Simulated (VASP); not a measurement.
OSZICAR of a VASP run on BaZrO3 (cubic perovskite):

**OSZICAR**
```
       N       E                     dE             d eps       ncg     rms          rms(c)
DAV:   1     0.335433612639E+03    0.33543E+03   -0.22447E+04   480   0.164E+03
DAV:   2    -0.192203489694E+02   -0.35465E+03   -0.34698E+03   608   0.384E+02
DAV:   3    -0.401669180732E+02   -0.20947E+02   -0.20922E+02   784   0.934E+01
DAV:   4    -0.406414562025E+02   -0.47454E+00   -0.47433E+00   656   0.117E+01
DAV:   5    -0.406542409058E+02   -0.12785E-01   -0.12784E-01   688   0.127E+00    0.295E+01
DAV:   6    -0.331097187543E+02    0.75445E+01   -0.47569E+01   568   0.442E+01    0.133E+01
DAV:   7    -0.330634467270E+02    0.46272E-01   -0.34933E+00   704   0.110E+01    0.767E+00
DAV:   8    -0.330459944655E+02    0.17452E-01   -0.35770E-01   664   0.479E+00    0.703E-01
DAV:   9    -0.330451937353E+02    0.80073E-03   -0.58302E-02   712   0.143E+00    0.481E-01
DAV:  10    -0.330469562930E+02   -0.17626E-02   -0.16185E-02   648   0.115E+00    0.250E-01
DAV:  11    -0.330465556115E+02    0.40068E-03   -0.23317E-03   640   0.431E-01    0.399E-02
DAV:  12    -0.330466083496E+02   -0.52738E-04   -0.15054E-04   608   0.983E-02    0.320E-02
DAV:  13    -0.330466103223E+02   -0.19727E-05   -0.23770E-05   736   0.362E-02    0.559E-03
DAV:  14    -0.330466108827E+02   -0.56035E-06   -0.22377E-06   648   0.120E-02    0.389E-03
DAV:  15    -0.330466108962E+02   -0.13547E-07   -0.44293E-07   624   0.480E-03
   1 F= -.33046611E+02 E0= -.33046611E+02  d E =-.202561E-27
```

### Question
Which electronic solver shows in the log?

### Answer
It is blocked Davidson (ALGO = Normal, or the opening steps of other solvers). The INCAR had ALGO = Normal.

### Question
Can the final energy be trusted as converged?

### Answer
The calculation finished and met its thresholds. It stopped with EDIFF = 1E-7, NELM = 100 (optB86b-vdW, plane waves, VASP's PBE PAW potentials (set 64)).

The compound is BaZrO3 in the cubic perovskite structure. It was relaxed first.
